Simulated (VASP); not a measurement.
**Moving the strain (εxx = s) in Sc3Te**

```
Sc Te
1.0
     0.00000    3.56950    3.56950
     3.56950    0.00000    3.56950
     3.56950    3.56950    0.00000
Sc Te
3 1
Direct
  0.25000 0.25000 0.25000
  0.75000 0.75000 0.75000
  0.50000 0.50000 0.50000
  0.00000 0.00000 0.00000
```

The cell comes from a database or a generator and needn't be the stable form of this composition.

Kept alike: task single point; functional PBE; k mesh 5 × 5 × 5; occupations fermi-dirac, width 0.05 eV; no spin polarisation. Program: VASP, PBE PAW files Sc_sv, Te, 520 eV. The mesh is that of the run's cell of 4 atoms. No spin-orbit coupling.

| s | free energy over the lowest row (meV/atom) |
| --- | --- |
| -0.04 | 7.32 |
| -0.02 | 1.66 |
| -0.01 | 0.40 |
| 0 | 0.00 |
| 0.01 | 0.35 |
| 0.02 | 1.30 |
| 0.04 | 4.55 |

The cell shown is the unstrained one; x, y and z are its Cartesian axes; atoms keep their fractions. For a metal such a mesh leaves the last digits unconverged.

Problem. What does the strain (εxx = s) change here?

Solution. The free energy is lowest at 0, and 7.32 meV an atom higher at -0.04.
